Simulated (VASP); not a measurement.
All values below come from r2SCAN meta-GGA, VASP's PBE PAW potentials (set 64) (plane waves; VASP).

The input files of a VASP run:

### POSCAR
```
SiO2
1
    2.4651508701    -4.2697666715     0.0000000000
    2.4651508701     4.2697666715    -0.0000000000
   -0.0000000000     0.0000000000     5.4203856410
Si O
3 6
Direct
  1.0000000000   0.4698511073   0.3333330000
  0.5301488927   0.5301488927   0.0000000000
  0.4698511073   1.0000000000   0.6666670000
  0.2673194109   0.4132949176   0.2142128491
  0.5867050824   0.8540244933   0.8808798491
  0.7326805891   0.1459755067   0.4524531509
  0.8540244933   0.5867050824   0.1191201509
  0.4132949176   0.2673194109   0.7857871509
  0.1459755067   0.7326805891   0.5475468491
```

KPOINTS:
```
Regular mesh
0
gamma
  7 7 5
```

**INCAR**
```
! general
SYSTEM  = SiO2
PREC    = Accurate
ENCUT   = 520
LREAL   = .False.
LASPH   = .True.
NBANDS  = 87

! electronic loop
EDIFF   = 1E-7
NELM    = 100
ALGO    = Normal
LMIXTAU = .True.

! smearing
ISMEAR  = 0
SIGMA   = 0.01

! functional
METAGGA = R2SCAN

! output
LWAVE   = .False.
LCHARG  = .False.
NEDOS   = 1001

! other
LOPTICS = .True.
LPEAD   = .True.
CSHIFT  = 0.1
```

POTCAR, in this order: Si O (PBE.64 set). Program: vasp_std.

### Question
What does the run give for the energy per atom (σ→0)?

### Answer

```json
{
  "energy per atom (σ→0)": "-9.937 eV/atom"
}
```

**OSZICAR**
```
...
DAV:  23    -0.894306350919E+02   -0.22182E-04   -0.54459E-06  5963   0.804E-03    0.710E-03
DAV:  24    -0.894306374767E+02   -0.23848E-05   -0.87812E-07  6258   0.319E-03    0.171E-02
DAV:  25    -0.894306409471E+02   -0.34704E-05   -0.79087E-07  5911   0.345E-03    0.154E-02
DAV:  26    -0.894306422433E+02   -0.12961E-05   -0.46358E-07  5974   0.279E-03    0.542E-03
DAV:  27    -0.894306433390E+02   -0.10957E-05   -0.11032E-07  5588   0.118E-03    0.614E-04
DAV:  28    -0.894306432619E+02    0.77041E-07   -0.95874E-09  5009   0.350E-04
   1 F= -.89430643E+02 E0= -.89430643E+02  d E =-.105900E-11
 imaginary and real dielectric function
```

The compound is SiO2 in the quartz structure. It was relaxed first.
